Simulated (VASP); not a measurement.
# Cd2S: single point with LDA

Crystal: Cd2S.

```
Cd S
1.0
     3.96267    0.00000    0.00000
    -1.98134    3.43177    0.00000
     0.00000    0.00000    5.80919
Cd S
2 1
Direct
  0.66667 0.33333 0.57873
  0.33333 0.66667 0.93272
  0.33333 0.66667 0.36571
```

The cell comes from a database or a generator and needn't be the stable form of this composition.

- Program: VASP 6.6.1
- Task: single point
- Functional: LDA
- Potentials or basis: VASP PAW LDA potentials, release 64 (Cd, S)
- Cutoff: 520 eV
- k mesh: 12 × 12 × 6
- Occupations: gaussian, width 0.03 eV
- Spin: no spin polarisation

```
Pressure               : -4.6 GPa
Largest force          : 0.147 eV/Å
Band gap on the k mesh : 0.16 eV, indirect (least direct gap 0.41 eV)
```

Forces in eV/Å, atoms in the order of the input:
```
Cd   0.000  0.000 -0.137
Cd   0.000  0.000 -0.010
S    0.000  0.000  0.147
```

Stress tensor (GPa, compression positive):
```
-4.07  0.00  0.00
 0.00 -4.07  0.00
 0.00  0.00 -5.63
```

Levels at points of the mesh, in eV from the valence-band top:
| k point | band 12 | band 13 | band 14 | band 15 | band 16 | band 17 | band 18 | band 19 |
| --- | --- | --- | --- | --- | --- | --- | --- | --- |
| (0.00, 0.00, 0.00) | -4.55 | -3.77 | -0.73 | -0.73 | 2.99 | 4.89 | 6.66 | 6.66 |
| (0.50, 0.00, 0.00) | -4.54 | -3.04 | -1.62 | -1.37 | 0.50 | 3.00 | 4.57 | 5.69 |
| (0.00, 0.00, 0.50) | -6.03 | -0.65 | -0.65 | -0.25 | 0.97 | 4.60 | 6.24 | 6.24 |
| (0.50, 0.00, 0.50) | -4.14 | -3.80 | -1.40 | -1.07 | 1.50 | 3.19 | 4.35 | 5.55 |

It took 2.5 min on 1 thread of Intel(R) Xeon(R) Platinum 8488C (Sapphire Rapids) (shared host), peak memory 0.27 GiB.

A k mesh can miss the band edges. Expect the measured gap to be larger: semilocal functionals such as LDA lack the derivative discontinuity.
